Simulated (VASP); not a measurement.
Given:

```yaml
crystal:
  lattice:
    - [2.03723, -3.52858, 0.00000]
    - [2.03723, 3.52858, 0.00000]
    - [0.00000, 0.00000, 6.68309]
  atoms:
    - { symbol: Mg, position: [0.00000, 0.00000, 0.00000] }
    - { symbol: I, position: [0.33333, 0.66667, 0.24765] }
    - { symbol: I, position: [0.66667, 0.33333, 0.75235] }
```

Level of theory: LDA (Ceperley-Alder, Perdew-Zunger), VASP's LDA PAW potentials (set 64) (plane waves; VASP). Settings: 400 eV cut-off, 6×6×4 Γ-centred mesh, Gaussian smearing of 0.010 eV, potentials Mg I.

Tensors are in the Cartesian frame of the cell as typed.

Task: Give the electronic dielectric tensor ε∞ (DFPT, local fields included).

Result: 
```
4.82  0.00  0.00
0.00  4.82  0.00
0.00  0.00  4.32
```

Task: Give the Born effective charges.

Result: 
```csv
atom,Z*xx,Z*yy,Z*zz,mean
Mg1,2.48,2.48,1.64,2.20
I2,-1.24,-1.24,-0.82,-1.10
I3,-1.24,-1.24,-0.82,-1.10
```

The compound is MgI2 in the 1T layered structure. It was relaxed first, which changed the volume by -6 %.
